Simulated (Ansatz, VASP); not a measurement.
## C (amorphous carbon): VASP beside Ansatz

One calculation is typed for both programs; each brings its own data sets. How far apart do they land? The cell is taken from a series of runs on this material, whose earlier steps may have relaxed, scaled, displaced or heated it; both programs get it as it stands.

Method: plane waves, with VASP 6.6.1 beside it; single point at PBEsol, in Ansatz 0.2.0.

## Step 1: Starting point

The cell holds 150 atoms: 150 C. Its edges and angles: a = 11.985 Å, b = 11.985 Å, c = 11.985 Å, α = 90.0°, β = 90.0°, γ = 90.0°. As first built, before any earlier steps moved the atoms (in the runner's words): 150 atoms (150 C) placed at random at 1.74 g/cm^3, melted at 5500 K for 10 ps at fixed volume with the LCBOP (Los and Fasolino, Phys. Rev. B 68, 024107 (2003)). Quenched from 5500 K to 300 K at 100 K/ps and fixed volume, held 5 ps.

## Step 2: VASP: single point, PBEsol

With cell and atoms fixed, the geometry can't cause a difference; cores, projectors, grids and the points listed under the comparison can.

Lines of VASP's logs that name or quote its potential files are left out, and so is its time.

File INCAR:

```
SYSTEM = C
PREC = Accurate
ENCUT = 600
EDIFF = 1E-06
NELM = 120
ISMEAR = 0
SIGMA = 0.025
LREAL = Auto
ALGO = Normal
GGA = PS
NBANDS = 405
LORBIT = 11
LWAVE = .FALSE.
LCHARG = .FALSE.
ISIF = 2
LASPH = .TRUE.
GGA_COMPAT = .FALSE.
```

File POSCAR:

```
C
1.0
   11.9846000000      0.0000000000      0.0000000000
    0.0000000000     11.9846000000      0.0000000000
    0.0000000000      0.0000000000     11.9846000000
C
150
Direct
    0.7484900000      0.2642200000      0.6267600000
    0.2392700000      0.3140300000      0.0680800000
    0.9206800000      0.4579000000      0.0766200000
    0.7691700000      0.8020800000      0.2809400000
    0.3392200000      0.8532700000      0.0246600000
    0.4642000000      0.3335400000      0.6007800000
    0.0538100000      0.4786600000      0.9336400000
    0.2688100000      0.8444200000      0.5736700000
    0.9022800000      0.8088800000      0.1283000000
    0.6775400000      0.6868600000      0.6849700000
    0.3151200000      0.4790600000      0.9857000000
    0.2349200000      0.1494000000      0.7424100000
    0.2895900000      0.1275800000      0.5428900000
    0.1689500000      0.7048900000      0.4177200000
    0.6497900000      0.4926600000      0.0305500000
    0.8555400000      0.7796000000      0.9308500000
    0.2638100000      0.6873000000      0.9374600000
    0.7527200000      0.7113800000      0.4803500000
    0.3405600000      0.2773100000      0.8825500000
    0.1498700000      0.1485300000      0.2004400000
    0.6446500000      0.1995100000      0.0326400000
    0.2334000000      0.8856600000      0.0419300000
    0.7025700000      0.6894300000      0.8070300000
    0.1482500000      0.7942700000      0.3236800000
    0.3069300000      0.2397200000      0.1256400000
    0.0134300000      0.9911200000      0.1547700000
    0.9533800000      0.5448900000      0.7586400000
    0.6314500000      0.4932700000      0.3685600000
    0.8791300000      0.5512600000      0.6527900000
    0.5338500000      0.5211400000      0.0187100000
[... 114 atom lines left out ...]
    0.5466700000      0.5857300000      0.3284000000
    0.6235100000      0.5972100000      0.6196700000
    0.9654300000      0.0294300000      0.6098000000
    0.4322200000      0.1328400000      0.0149200000
    0.1152800000      0.8989400000      0.6707200000
    0.2625300000      0.1942200000      0.2287800000
```

File KPOINTS:

```
Automatic mesh
0
Gamma
1 1 1
0 0 0
```

PAW data sets: C (PBE family, release 64).

Launch:

```
$ export OMP_NUM_THREADS=4
$ mpirun -np 1 vasp_gam
```

Numbers of over 12 decimals in the logs are rounded to 6 here.

What it wrote:

```text
[banner, memory and clock lines left out]
running    1 mpi-ranks, on    1 nodes
[...]
Offloading initialized ...    1 GPUs detected
[...]
|                                                                             |
|               ----> ADVICE to this user running VASP <----                  |
|                                                                             |
|     You enforced a specific xc type in the INCAR file but a different       |
|     [... a line on the potential file left out ...]
|     I HOPE YOU KNOW WHAT YOU ARE DOING!                                     |
|                                                                             |

 LDA part: xc-table for (Slater+PW92), standard interpolation
 POSCAR, INCAR and KPOINTS ok, starting setup
[...]
entering main loop
       N       E                     dE             d eps       ncg     rms          rms(c)
DAV:   1     0.455778296312E+04    0.45578E+04   -0.36158E+05   818   0.160E+03
DAV:   2    -0.899867282968E+03   -0.54577E+04   -0.51820E+04  1015   0.341E+02
DAV:   3    -0.137295589517E+04   -0.47309E+03   -0.45777E+03   980   0.988E+01
DAV:   4    -0.138922086754E+04   -0.16265E+02   -0.16084E+02  1004   0.195E+01
[...]
DAV:  23    -0.131730759198E+04   -0.44289E-05   -0.80876E-06   812   0.515E-03    0.377E-03
DAV:  24    -0.131730759389E+04   -0.19095E-05   -0.22574E-06   636   0.276E-03    0.215E-03
DAV:  25    -0.131730759485E+04   -0.95942E-06   -0.78846E-07   588   0.168E-03
   1 F= -.13173076E+04 E0= -.13172969E+04  d E =-.214441E-01
```

From OUTCAR (step 2):

```text
  FREE ENERGIE OF THE ION-ELECTRON SYSTEM (eV)
  ---------------------------------------------------
  free  energy   TOTEN  =     -1317.3075948539 eV

  energy  without entropy=    -1317.2861507421  energy(sigma->0) =    -1317.29687280
```

The gap is under twice the smearing width, so the edge states are partly filled and the run can't tell a small gap from a semimetal.

## Step 3: Ansatz: single point, PBEsol

Ansatz runs on its default PAW (the set named soft_2) files.

The same cell, functional, mesh and smearing now go to Ansatz, which takes its cutoff from its data sets.

File input.yaml:

```yaml
crystal:
  lattice:
    - [11.9846, 0.0, 0.0]
    - [0.0, 11.9846, 0.0]
    - [0.0, 0.0, 11.9846]
  atoms:
    - { symbol: C, position: [0.74849, 0.26422, 0.62676] }
    - { symbol: C, position: [0.23927, 0.31403, 0.06808] }
    - { symbol: C, position: [0.92068, 0.4579, 0.07662] }
    - { symbol: C, position: [0.76917, 0.80208, 0.28094] }
    - { symbol: C, position: [0.33922, 0.85327, 0.02466] }
    - { symbol: C, position: [0.4642, 0.33354, 0.60078] }
    - { symbol: C, position: [0.05381, 0.47866, 0.93364] }
    - { symbol: C, position: [0.26881, 0.84442, 0.57367] }
    - { symbol: C, position: [0.90228, 0.80888, 0.1283] }
    - { symbol: C, position: [0.67754, 0.68686, 0.68497] }
    - { symbol: C, position: [0.31512, 0.47906, 0.9857] }
    - { symbol: C, position: [0.23492, 0.1494, 0.74241] }
    - { symbol: C, position: [0.28959, 0.12758, 0.54289] }
    - { symbol: C, position: [0.16895, 0.70489, 0.41772] }
    - { symbol: C, position: [0.64979, 0.49266, 0.03055] }
    - { symbol: C, position: [0.85554, 0.7796, 0.93085] }
    - { symbol: C, position: [0.26381, 0.6873, 0.93746] }
    - { symbol: C, position: [0.75272, 0.71138, 0.48035] }
    - { symbol: C, position: [0.34056, 0.27731, 0.88255] }
    - { symbol: C, position: [0.14987, 0.14853, 0.20044] }
    - { symbol: C, position: [0.64465, 0.19951, 0.03264] }
    - { symbol: C, position: [0.2334, 0.88566, 0.04193] }
    - { symbol: C, position: [0.70257, 0.68943, 0.80703] }
    - { symbol: C, position: [0.14825, 0.79427, 0.32368] }
    - { symbol: C, position: [0.30693, 0.23972, 0.12564] }
    - { symbol: C, position: [0.01343, 0.99112, 0.15477] }
    - { symbol: C, position: [0.95338, 0.54489, 0.75864] }
    - { symbol: C, position: [0.63145, 0.49327, 0.36856] }
    - { symbol: C, position: [0.87913, 0.55126, 0.65279] }
    - { symbol: C, position: [0.53385, 0.52114, 0.01871] }
[... 114 atom lines left out ...]
    - { symbol: C, position: [0.54667, 0.58573, 0.3284] }
    - { symbol: C, position: [0.62351, 0.59721, 0.61967] }
    - { symbol: C, position: [0.96543, 0.02943, 0.6098] }
    - { symbol: C, position: [0.43222, 0.13284, 0.01492] }
    - { symbol: C, position: [0.11528, 0.89894, 0.67072] }
    - { symbol: C, position: [0.26253, 0.19422, 0.22878] }
kpoints:
  mp_grid: { grid: [1, 1, 1] }
hamiltonian:
  xc: pbesol
scf:
  occupations: { method: gaussian, width: 0.025 }
output:
  forces: true
  stress: true
  populations: true
  dos:
    method: { smearing: { sigma: 0.08 } }
    de: 0.1
    projected: { site_lists: { C: [C] } }
  eigenvalues: true
  write_density: true
  write_potential: true
  volumetric_format: npy
```

Launch:

```
$ ansatz run input.yaml --threads 4 --pin off --max-ram 8192MiB --backend cpu --events-out ev --progress --plain --runs-dir out
```

What it wrote:

```text
Engine: ansatz 0.2.0, aarch64-unknown-linux-gnu
Pseudopotentials: kind: paw
Pseudopotential: C, paw, valence charge 4, recommended cutoff 420 eV (normal), C.paw.azcp
Functional definition: PBEsol
  exchange = pbesol_x
  correlation = pbesol_c
Crystal: 150 atoms, lattice volume = 1721.356 Å³
Basis set: ecut = 420 eV, 33641 PW (Γ), exchange–correlation on 162×162×162 points (8 copies of the dense FFT grid, shifted against one another)
Bands: 450, of which v1, the nominal top of the filled ones, is band 300 counted from 1 (299 counted from 0)
Symmetry: 1 space group operations
Space group: P1 (ITA 1), of the structure as read, at distance tolerance 1.2e-4 Å
k-points: 1
Non-local potential: C, projectors of the file, l = 0: 2, l = 1: 2, l = 2: 1
PAW form: soft (Blöchl's): semilocal exchange-correlation on the pseudo side does not see the compensation charge
PAW frozen core: C, regenerated for the run's functional, and the local potential with it (the file was generated under x = pbe(κ = 0.804, μ = 0.219515), c = pbe(β = 0.066725))
PAW one-centre angular grid: C, 110 points (default); XC on 64 Gauss nodes
Initial density: superposition of atomic densities (neutral atoms: chi_scale 0, normalization atom), corrected by the library's trained network
Initial wavefunctions: pseudopotential atomic-orbital guess
Functional: x = pbesol(κ = 0.804, μ = 0.123457), c = pbesol(β = 0.046)
SCF iter   1: F=—  HF=-36874.190561 eV  |F-HF|=—  |Δ(HF+E_count)|=         —  Δρ=1.26e-2  dr2=5.50e0  ethr=1.77e-3  ⟨swp⟩=6.0  Hψ=1989  notcnv=0  defer=102
preconditioner: auto → LDOS  [insulator: Δε(μ)=0.059 eV  Ē_g=13.537 eV  σ=0.025 eV  W_gap=0.91  n_scr=364 (ndim 8)  ℏωp=21.9 eV  f_vac=0.189  D(μ)=22.78/eV (n_scr^D=92)  ε∞_Penn≈3.6  β→1.0]
SCF iter   2: F=—  HF=-36873.661173 eV  |F-HF|=—  |Δ(HF+E_count)|=   5.29e-1  Δρ=8.16e-3  dr2=2.77e0  ethr=9.17e-4  ⟨swp⟩=2.0  Hψ=701  notcnv=0  defer=142
SCF iter   3: F=—  HF=-36873.360740 eV  |F-HF|=—  |Δ(HF+E_count)|=   3.00e-1  Δρ=2.45e-3  dr2=2.18e-1  ethr=4.61e-4  ⟨swp⟩=2.0  Hψ=539  notcnv=0  defer=142
SCF iter   4: F=—  HF=-36873.339013 eV  |F-HF|=—  |Δ(HF+E_count)|=   2.17e-2  Δρ=1.04e-3  dr2=3.32e-2  ethr=3.63e-5  ⟨swp⟩=2.0  Hψ=616  notcnv=0  defer=142
SCF iter   5: F=—  HF=-36873.336868 eV  |F-HF|=—  |Δ(HF+E_count)|=   2.14e-3  Δρ=5.39e-4  dr2=8.81e-3  ethr=5.54e-6  ⟨swp⟩=2.0  Hψ=393  notcnv=0  defer=142
SCF iter   6: F=—  HF=-36873.336271 eV  |F-HF|=—  |Δ(HF+E_count)|=   5.97e-4  Δρ=3.38e-4  dr2=3.35e-3  ethr=1.47e-6  ⟨swp⟩=2.0  Hψ=573  notcnv=0  defer=142
SCF iter   7: F=—  HF=-36873.336017 eV  |F-HF|=—  |Δ(HF+E_count)|=   2.54e-4  Δρ=2.00e-4  dr2=1.18e-3  ethr=5.58e-7  ⟨swp⟩=2.0  Hψ=573  notcnv=0  defer=142
SCF iter   8: F=—  HF=-36873.335935 eV  |F-HF|=—  |Δ(HF+E_count)|=   8.20e-5  Δρ=1.10e-4  dr2=3.82e-4  ethr=1.96e-7  ⟨swp⟩=2.0  Hψ=570  notcnv=0  defer=142
SCF iter   9: F=—  HF=-36873.335923 eV  |F-HF|=—  |Δ(HF+E_count)|=   1.28e-5  Δρ=6.40e-5  dr2=1.33e-4  ethr=6.37e-8  ⟨swp⟩=2.0  Hψ=393  notcnv=0  defer=142
SCF iter  10: F=—  HF=-36873.335889 eV  |F-HF|=—  |Δ(HF+E_count)|=   3.38e-5  Δρ=3.36e-5  dr2=3.55e-5  ethr=2.22e-8  ⟨swp⟩=2.0  Hψ=388  notcnv=0  defer=142
SCF iter  11: F=—  HF=-36873.339276 eV  |F-HF|=—  |Δ(HF+E_count)|=   3.39e-3  Δρ=1.57e-5  dr2=7.65e-6  ethr=5.91e-9  ⟨swp⟩=2.0  Hψ=673  notcnv=0  defer=142
SCF iter  12: F=—  HF=-36873.339275 eV  |F-HF|=—  |Δ(HF+E_count)|=   4.16e-7  Δρ=7.32e-6  dr2=1.77e-6  ethr=1.28e-9  ⟨swp⟩=2.0  Hψ=535  notcnv=0  defer=142
SCF iter  13: F=—  HF=-36873.339275 eV  |F-HF|=—  |Δ(HF+E_count)|=   1.21e-7  Δρ=4.06e-6  dr2=5.35e-7  ethr=2.95e-10  ⟨swp⟩=2.0  Hψ=536  notcnv=0  defer=142
SCF iter  14: F=—  HF=-36873.339275 eV  |F-HF|=—  |Δ(HF+E_count)|=   3.59e-8  Δρ=2.18e-6  dr2=1.54e-7  ethr=8.91e-11  ⟨swp⟩=2.0  Hψ=413  notcnv=0  defer=142
SCF iter  15: F=-36873.339275 eV  HF=-36873.339275 eV  |F-HF|=3.84e-8  |Δ(HF+E_count)|=   1.26e-8  Δρ=1.29e-6  dr2=4.83e-8  ethr=1.67e-11  ⟨swp⟩=29.0  Hψ=4398  notcnv=0
SCF 1 converged in 15 iterations: F = -36873.339275 eV  dr2 = 4.83e-8
  greatest PAW one-centre occupation: 0.709 electrons in one spin orbital (limit 2), on the C atom at site 52 (counted from 0), in its partial waves of l = 0
[...]
atom 138  C     -0.87528833    -0.58305979    -0.63502403
  atom 139  C      0.66176458     2.57984786     0.11408145
  atom 140  C     -0.30625885     0.54826382    -1.06394223
  atom 141  C      0.99751233     0.13604609     0.40299740
  atom 142  C     -1.68882888     0.88619331    -0.23668407
  atom 143  C     -0.03687710    -0.51900612     0.75998765
  atom 144  C      0.58531475    -0.51812061    -1.13698686
  atom 145  C      0.53007732     0.11764451     0.63036471
  atom 146  C     -1.26665514    -1.10631609    -2.10545651
  atom 147  C     -1.09531011    -1.50246514     0.49569711
  atom 148  C      1.38760561    -1.41290298    -0.52903981
  atom 149  C     -0.07655626    -0.84785130     0.90572001
  atom 150  C     -0.11327272    -0.28293816    -1.25504746
  max |Σ_I F_I| component: 8.94e-5 eV/Å
--- Stress (GPa, compression-positive) ---
       -7.600472       2.646173      -1.359377
        2.646173     -13.514767      -0.923236
       -1.359376      -0.923236     -13.938850
  P = ⅓ Tr σ = -11.6847 GPa (-116.847 kbar)
--- Band table (eV) ---
  k-point 0: bands = [... 296 lower, 3.8810, 3.9789, 4.1233, 4.1267, 4.1638, 4.2318, 4.2685, 4.2813, ... 146 higher]
--- Löwdin populations: 150 sites ---
  site symbol       q [e]
     0      C      3.9642
     1      C      3.9854
     2      C      3.9641
     3      C      3.9462
     4      C      3.9885
     5      C      3.9820
     6      C      3.9734
     7      C      3.9584
     8      C      3.9725
     9      C      3.9582
    10      C      3.9478
    11      C      3.9686
    12      C      3.9283
    13      C      3.9703
    14      C      3.9417
    15      C      3.9777
    16      C      3.9248
    17      C      3.9881
    18      C      3.9746
    19      C      4.0078
    20      C      3.9637
    21      C      3.9654
    22      C      3.9629
    23      C      3.9515
[...]
142      C      3.9621
   143      C      3.9226
   144      C      3.9688
   145      C      3.9753
   146      C      3.9797
   147      C      3.9364
   148      C      3.9593
   149      C      3.9020
  spilling = 0.009379 (of n_electrons = 600.000000)
```

## Step 4: Differences

Known differences besides the potentials themselves: the cutoff is 420 eV in Ansatz and 600 eV in VASP (PREC = Accurate, projectors in real space); Ansatz makes its cores anew for this functional, VASP keeps those of its PBE data sets. Total energies have different zeros and are not compared.

The two programs side by side:

| quantity | Ansatz | VASP | difference |
| --- | --- | --- | --- |
| pressure (GPa) | -11.68 | -11.56 | -0.13 |

Forces on 8 of the 150 atoms, those with the largest forces and the largest differences (eV/Å; atoms numbered as in POSCAR):

| atom | Ansatz x, y, z | VASP x, y, z |
| --- | --- | --- |
| C6 | -3.483, -1.719, 3.162 | -3.552, -1.760, 3.219 |
| C53 | 3.251, 3.545, -2.596 | 3.252, 3.558, -2.601 |
| C78 | 2.557, 1.173, -2.836 | 2.619, 1.215, -2.893 |
| C87 | 0.099, -4.668, 0.404 | 0.100, -4.717, 0.409 |
| C90 | -0.723, -1.561, 1.478 | -0.774, -1.616, 1.498 |
| C114 | -2.365, 1.533, 2.872 | -2.374, 1.547, 2.880 |
| C117 | -3.042, -2.087, 1.988 | -3.056, -2.085, 1.993 |
| C137 | 0.254, -1.542, -4.369 | 0.252, -1.561, -4.390 |

The forces differ by 21 meV/Å r.m.s., which is 1.6 % of the r.m.s. force of 1.258 eV/Å (both taken over all components).

## Step 5: What came out

- r.m.s. force difference (single point, PBEsol): 1.6 % of the r.m.s. force

**Reading.** The r.m.s. force difference is 1.6 % of the r.m.s. force (single point, PBEsol), within the 3 % picked in this series as the mark of a large difference. Such differences can come from data sets, numerical settings and the points named under the comparisons, not from the functional's error against experiment.

[Lines on the potential files, build, host, timing and source positions are cut from VASP's logs without a mark.]

[Logs are printed without paths, hosts, clocks, repeated set-up lines and the standing remarks that a program may print on its own settings, such as how far it seeks lower states.]

[Hosts, paths, dates, database ids (printed as entryN), source tags and the programs' standing remarks are cut or masked in the printed files.]
